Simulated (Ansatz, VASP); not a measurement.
# Cross-check of WC (Qusongite) between VASP and Ansatz, part 2 of 2

Aim: how closely do two programs agree when they are given the same cell, functional and k mesh? The cell is taken from a series of runs on this material, whose earlier steps may have relaxed, scaled, displaced or heated it; both programs get it as it stands.

VASP 6.6.1 and Ansatz 0.2.0.

So far: Starting point; Ansatz: zone-centre phonons, PBEsol; VASP: zone-centre phonons, PBEsol.

### Step 3. VASP: zone-centre phonons, PBEsol (continued)

Level of this step: PBEsol; plane waves and PAW (C, W) (VASP).

Numbers of over 12 decimals in the logs are rounded to 6 here.

OUTCAR, selected parts (step 3):

```text
ion  position               nearest neighbor table
   1  0.667  0.333  0.500-   2 2.18   2 2.18   2 2.18   2 2.18   2 2.18   2 2.18
   2  1.000  0.000  0.000-   1 2.18   1 2.18   1 2.18   1 2.18   1 2.18   1 2.18

  LATTYP: Found a hexagonal cell.
 ALAT       =     2.9043126562
 C/A-ratio  =     0.9640200308

 Subroutine GETGRP returns: Found 12 space group operations
 (whereof 12 operations were pure point group operations)

The static configuration has the point symmetry D_3h.

 Found    333 irreducible k-points:

   k-points           NKPTS =    333   k-points in BZ     NKDIM =    333   number of bands    NBANDS=     11

   dimension x,y,z NGX =    24 NGY =   24 NGZ =   24
   dimension x,y,z NGXF=    48 NGYF=   48 NGZF=   48

   ENCUT  =  600.0 eV  44.10 Ry    6.64 a.u.   5.80  5.80  5.59*2*pi/ulx,y,z

   NELECT =      10.0000    total number of electrons

 k-points in reciprocal lattice and weights: Automatic mesh
   0.00000000  0.00000000  0.00000000       0.000
   0.05555556 -0.00000000  0.00000000       0.001
   0.11111111 -0.00000000  0.00000000       0.001
   0.16666667 -0.00000000  0.00000000       0.001
   0.22222222 -0.00000000  0.00000000       0.001
   0.27777778  0.00000000  0.00000000       0.001
   0.33333333 -0.00000000  0.00000000       0.001
   0.38888889 -0.00000000  0.00000000       0.001
   0.44444444 -0.00000000  0.00000000       0.001
[...]
0.33333333  0.27777778  0.50000000       0.002
   0.33333333  0.33333333  0.50000000       0.000

 average (electrostatic) potential at core
       1 -46.1228       2 -36.8399

  Total       -0.0604936     -0.0604936      1.1522598     -0.0000000     -0.0000000      0.0000000
  in kB       -4.7388502     -4.7388502     90.2639193     -0.0000000     -0.0000000      0.0000000
  external PRESSURE =      26.9287396 kB  Pullay stress =       0.0000000 kB

  energy-cutoff  :      600.00
  volume of cell :       20.45
      direct lattice vectors                 reciprocal lattice vectors
     2.904312656  0.000000000  0.000000000     0.344315547  0.198790674  0.000000000
    -1.452156328  2.515208541  0.000000000     0.000000000  0.397581347  0.000000000
     0.000000000  0.000000000  2.799815576     0.000000000  0.000000000  0.357166382

 POSITION                                       TOTAL-FORCE (eV/Angst)
 -----------------------------------------------------------------------------------
      1.45216      0.83840      1.39991         0.000000     -0.000000      0.000000
      2.90431      0.00000      0.00000        -0.000000      0.000000      0.000000
 -----------------------------------------------------------------------------------
    total drift:                                0.000008     -0.000005     -0.000000

 Eigenvectors and eigenvalues of the dynamical matrix
 ----------------------------------------------------

   1 f  =   19.006663 THz   119.422383 2PiTHz  633.994022 cm-1    78.605205 meV
             X         Y         Z           dx          dy          dz
      1.452156  0.838403  1.399908    -0.968859    0.000000    0.000000
      2.904313  0.000000  0.000000     0.247614    0.000000    0.000000

   2 f  =   19.006663 THz   119.422383 2PiTHz  633.994022 cm-1    78.605205 meV
             X         Y         Z           dx          dy          dz
      1.452156  0.838403  1.399908     0.000000    0.968859   -0.000000
      2.904313  0.000000  0.000000     0.000000   -0.247614    0.000000

   3 f  =   18.479922 THz   116.112774 2PiTHz  616.423846 cm-1    76.426782 meV
             X         Y         Z           dx          dy          dz
      1.452156  0.838403  1.399908     0.000000   -0.000000   -0.968845
      2.904313  0.000000  0.000000     0.000000   -0.000000    0.247667

   4 f/i=    0.000445 THz     0.002795 2PiTHz    0.014840 cm-1     0.001840 meV
             X         Y         Z           dx          dy          dz
      1.452156  0.838403  1.399908     0.000000    0.247614    0.000000
      2.904313  0.000000  0.000000     0.000000    0.968859    0.000000

   5 f/i=    0.000445 THz     0.002795 2PiTHz    0.014840 cm-1     0.001840 meV
             X         Y         Z           dx          dy          dz
      1.452156  0.838403  1.399908    -0.247614    0.000000    0.000000
      2.904313  0.000000  0.000000    -0.968859    0.000000    0.000000

   6 f/i=    0.000577 THz     0.003625 2PiTHz    0.019244 cm-1     0.002386 meV
             X         Y         Z           dx          dy          dz
      1.452156  0.838403  1.399908     0.000000   -0.000000    0.247667
      2.904313  0.000000  0.000000     0.000000   -0.000000    0.968845

 ELASTIC MODULI CONTR FROM IONIC RELAXATION (kBar)
 Direction    XX          YY          ZZ          XY          YZ          ZX
 --------------------------------------------------------------------------------
 XX        -193.2154    193.2154      0.0000     -0.0000      0.0000      0.0000
 YY         193.2154   -193.2154      0.0000      0.0000      0.0000      0.0000
 ZZ           0.0000      0.0000      0.0000      0.0000      0.0000      0.0000
 XY          -0.0000      0.0000      0.0000   -193.2154      0.0000      0.0000
 YZ           0.0000      0.0000      0.0000      0.0000      0.0000      0.0000
 ZX           0.0000      0.0000      0.0000      0.0000      0.0000      0.0000
 --------------------------------------------------------------------------------
```

### Step 4. Differences

Known differences besides the potentials themselves: the data sets hold 18 valence electrons in Ansatz (on its PAW soft_1 files) and 10 in VASP; the cutoff is 420 eV in Ansatz and 600 eV in VASP; Ansatz makes its cores anew for this functional, VASP keeps those of its PBE data sets. Total energies have different zeros and are not compared.

Both answers:

```
                  quantity  Ansatz   VASP  difference
     optical mode 1 (cm⁻¹)   609.5  616.4     -1.12 %
optical mode 2 to 3 (cm⁻¹)   626.0  634.0     -1.26 %
```

Modes are paired by rising frequency, not by their patterns, so a pair may set unlike modes beside each other; they are those without the splitting of longitudinal modes.

### Step 5. Outcome

```
r.m.s. difference of the optical zone-centre modes, each program's sorted by frequency (zone-centre phonons, PBEsol) : 7.6 cm⁻¹
difference in optical mode 2 to 3 (zone-centre phonons, PBEsol)                                                      : -1.3 %
```

What this shows: The r.m.s. difference of the optical zone-centre modes, each program's sorted by frequency is 7.6 cm⁻¹ (zone-centre phonons, PBEsol). The data sets hold unlike numbers of valence electrons (18 in Ansatz and 10 in VASP), so part of the differences comes from the potentials. Among the rows given in per cent, the largest difference of the zone-centre phonons, PBEsol pair is in optical mode 2 to 3, -1.3 %. How closely two codes agree says nothing of how well the functional describes the real material.

[Lines on the potential files, build, host, timing and source positions are cut from VASP's logs without a mark.]

[Logs are printed without paths, hosts, clocks, repeated set-up lines and the standing remarks that a program may print on its own settings, such as how far it seeks lower states.]

[Hosts, paths, dates, database ids (printed as entryN), source tags and the programs' standing remarks are cut or masked in the printed files.]
